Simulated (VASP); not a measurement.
Here is the system:

```
CELL_PARAMETERS angstrom
      3.55000     0.00000     0.00000
      0.00000     3.55000     0.00000
      0.00000     0.00000     3.55000
ATOMIC_POSITIONS crystal
  Fe 0.00000 0.00000 0.00000
  Ni 0.00000 0.50000 0.50000
  Ni 0.50000 0.00000 0.50000
  Ni 0.50000 0.50000 0.00000
```
Starting moments (μB, in the order of the record's atoms Fe Ni Ni Ni): 3.0 0.7 0.7 0.7.

Method: PBE GGA + U (Dudarev), VASP's PBE PAW potentials (set 64) (plane waves; VASP 6.6.1). Settings: 400 eV cut-off, 8×8×8 Γ-centred mesh, first-order Methfessel-Paxton smearing of 0.10 eV, potentials Fe Ni, U − J: Fe 4.00 eV, Ni 4.00 eV.

Give the stress tensor in GPa (positive for a compressed cell).

```
-3.50   0.00   0.00
 0.00  -3.50   0.00
 0.00   0.00  -3.50
```
The pressure is its mean diagonal, -3.50 GPa.

The compound is Ni3Fe in the L1_2 structure. The cell was not relaxed at this level. The run is one of a series of settings (LDAU = .TRUE., LDAUJ = 0 0, LDAUL = 2 2, LDAUTYPE = 2, LDAUU = 4.0 4.0 against the base run), some of them coarse on purpose.
